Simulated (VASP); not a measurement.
Here is a VASP 6.6.1 calculation.

Contents of INCAR:

```
SYSTEM = NiMoIrPdW
  ALGO = Normal
  EDIFF = 1E-7
  EDIFFG = -0.01
  ENCUT = 600
  GGA = RE
  IBRION = 2
  ISIF = 3
  ISMEAR = -1
  ISPIN = 2
  KPAR = 4
  LASPH = .True.
  LCHARG = .False.
  LMAXMIX = 4
  LORBIT = 11
  LREAL = .False.
  LWAVE = .False.
  MAGMOM = 1 1 1 1 0 0 0.6 0.6 0 0
  NELM = 100
  NSW = 60
  PREC = Accurate
  SIGMA = 0.05
```

KPOINTS

```
k-points
0
Gamma
  11 11 2
  0 0 0
```

Contents of POSCAR:

```
NiMoIrPdW
1.0
    2.7708500000      0.0000000000      0.0000000000
   -1.3854300000      2.3996300000      0.0000000000
    0.0000000000      0.0000000000     22.0196100000
Ni Mo Pd Ir W
2 2 2 2 2
Direct
    0.3333300000      0.6666700000      0.8508100000
    0.6666700000      0.3333300000      0.1491900000
    0.6666700000      0.3333300000      0.7605900000
    0.3333300000      0.6666700000      0.2394100000
    0.3333300000      0.6666700000      0.0532900000
    0.6666700000      0.3333300000      0.9467100000
    0.3333300000      0.6666700000      0.6582700000
    0.6666700000      0.3333300000      0.3417300000
    0.3333300000      0.6666700000      0.4441800000
    0.6666700000      0.3333300000      0.5558200000
```

Potentials or basis: VASP PAW PBE potentials, release 64 (Ni, Mo_sv, Pd, Ir, W_sv).

Launch:

```sh
$ cat potpaw_PBE.64/Ni/POTCAR potpaw_PBE.64/Mo_sv/POTCAR potpaw_PBE.64/Pd/POTCAR potpaw_PBE.64/Ir/POTCAR potpaw_PBE.64/W_sv/POTCAR > POTCAR
$ mpirun -np 4 vasp_std > vasp.out
```

Problem. Estimate the net moment.

Solution. 0.00 μB per cell.

Problem. Predict the relaxed volume.

Solution. 14.84 Å³/atom.

Final structure:
```
CELL_PARAMETERS angstrom
2.78538 0.00000 0.00000
-1.39270 2.41221 0.00000
0.00000 0.00000 22.09094
ATOMIC_POSITIONS crystal
Ni 0.33333 0.66667 0.85044
Ni 0.66667 0.33333 0.14956
Mo 0.66667 0.33333 0.75981
Mo 0.33333 0.66667 0.24019
Pd 0.33333 0.66667 0.05341
Pd 0.66667 0.33333 0.94659
Ir 0.33334 0.66666 0.65780
Ir 0.66666 0.33334 0.34220
W 0.33333 0.66667 0.44416
W 0.66667 0.33333 0.55584
```

Caveat: the PAW data sets were made with another functional, which shifts forces and pressure a little. Spin-orbit coupling is left out, which matters for the levels of Ir, W.
